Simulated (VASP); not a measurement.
# TaAs: changing the strain (εxx = s, εyy = s)

```xyz
4
Lattice="-1.7218 1.7218 5.8679 1.7218 -1.7218 5.8679 1.7218 1.7218 -5.8679" Properties=species:S:1:pos:R:3 pbc="T T T"
Ta    0.0000    0.0000    5.8676
Ta    1.7218    0.0000    2.9336
As    0.0000    0.0000    0.9698
As    0.0000    1.7218    3.9037
```

The cell is a database's computed one, not the measured one.

Kept alike: task single point; functional PBE; k mesh 8 × 8 × 8; occupations fermi-dirac, width 0.05 eV; no spin polarisation. Program: VASP, PBE PAW files As, Ta_pv, 520 eV. The mesh is that of the run's cell of 4 atoms. No spin-orbit coupling.

```tsv
s	free energy over the lowest row (meV/atom)
-0.04	118.69
-0.02	35.77
-0.01	?
0	1.42
0.01	0.00
0.02	7.93
0.04	48.55
```

The cell shown is the unstrained one; x, y and z are its Cartesian axes; atoms keep their fractions. For a metal such a mesh leaves the last digits unconverged.

**Question.** Fit the rows shown and predict the run at -0.01.

**Answer.** A least-squares cubic through the rows shown is free energy = -150867 s³ + 51412.3 s² - 635.38 s + 1.346 (largest miss 0.074); at s = -0.01 it gives 12.99 meV/atom. The run gave: free energy over the lowest row 13.03 meV/atom.

The energy follows a smooth, slightly anharmonic well whose minimum lies at a small in-plane expansion, probably between 0 and 0.01. The withheld run, 13.03 meV/atom against a predicted 12.99, supports the cubic as an interpolation within the sampled range.

Compression costs much more than equal expansion: 118.69 against 48.55 meV/atom at the two ends. Most of this asymmetry comes from the fit's linear term, that is, from the reference cell being slightly compressed in-plane for these settings; the cubic term adds a smaller share. That smaller part has the usual origin: shortening the Ta–As contacts raises Pauli repulsion steeply, while stretching weakens the covalent Ta d–As p bonding more gradually. The offset itself is small and may reflect differences between the settings used here and those that produced the cell, rather than a real tendency of TaAs to expand.

Because the c axis is held fixed, the curvature measures a constrained stiffness, which would be expected to exceed that of a film free to relax along its normal.
